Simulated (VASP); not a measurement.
Input of a VASP 6.6.1 run:

INCAR

```
  PREC = Accurate
  ENCUT = 520
  EDIFF = 1E-7
  ISMEAR = -1
  SIGMA = 0.1
  LREAL = F
  LASPH = T
  NELM = 80
  ALGO = Normal
  ISIF = 2
  LWAVE = F
  LCHARG = F
  GGA = PE
  NBANDS = 23
```

The input KPOINTS:

```
regular mesh
0
Gamma
  3 3 3
```

The input POSCAR:

```
MgIBr3
1.0
    5.6324970000      0.0000000000      0.0000000000
    0.0000000000      5.6324970000      0.0000000000
    0.0000000000      0.0000000000      5.6324970000
Mg I Br
1 1 3
Direct
    0.0000000000      0.0000000000      0.0000000000
    0.5000000000      0.5000000000      0.5000000000
    0.0000000000      0.5000000000      0.5000000000
    0.5000000000      0.0000000000      0.5000000000
    0.5000000000      0.5000000000      0.0000000000
```

Potentials or basis: VASP PAW PBE potentials, release 64 (Mg, I, Br).

Command:

```sh
$ cat potpaw_PBE.64/Mg/POTCAR potpaw_PBE.64/I/POTCAR potpaw_PBE.64/Br/POTCAR > POTCAR
$ mpirun -np 1 vasp_std > vasp.out
```

**Question.** Predict the pressure.

**Answer.** 3.5 GPa.

**Question.** What does it give for the band gap on the k mesh?

**Answer.** None (metal or under the smearing width).

Caveat: the k mesh is coarse (spacing up to 0.37 Å⁻¹), so the values aren't converged. Spin-orbit coupling is left out, which matters for the levels of I.
